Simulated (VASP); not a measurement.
A run of VASP 6.6.1:

File INCAR:

```
ALGO = Fast ; EDIFF = 1E-7
EDIFFG = -0.02 ; ENCUT = 520
GGA = CA ; IBRION = 2
ISIF = 2 ; ISMEAR = 0
LASPH = T ; LCHARG = F
LREAL = F ; LWAVE = F
NELM = 60 ; NSW = 40
PREC = Accurate ; SIGMA = 0.05
```

Contents of KPOINTS:

```
k-points
0
Gamma
  7 7 10
```

The input POSCAR:

```
ZnGaN
1.0
    4.2961700000      0.0000000000      0.0000000000
   -2.1480800000      3.7205900000      0.0000000000
    0.0000000000      0.0000000000      2.6522700000
Zn Ga N
1 1 1
Direct
    0.6666700000      0.3333300000      0.5000000000
    0.3333300000      0.6666700000      0.5000000000
    0.0000000000      0.0000000000      0.0000000000
```

Potentials or basis: VASP PAW LDA potentials, release 64 (Zn, Ga_d, N).

Command:

```console
$ cat potpaw_LDA.64/Zn/POTCAR potpaw_LDA.64/Ga_d/POTCAR potpaw_LDA.64/N/POTCAR > POTCAR
$ mpirun -np 1 vasp_std > vasp.out
```

Hardware: 1 thread of Intel(R) Xeon(R) 6975P-C (Granite Rapids) (shared host).

**Question.** How long does it take, and how much memory?

**Answer.** Wall time 26 s on 1 thread of Intel(R) Xeon(R) 6975P-C (Granite Rapids), with other jobs on the host, peak memory 0.2 GiB. Counts: scf iterations 17, k points 96, ion steps 1.
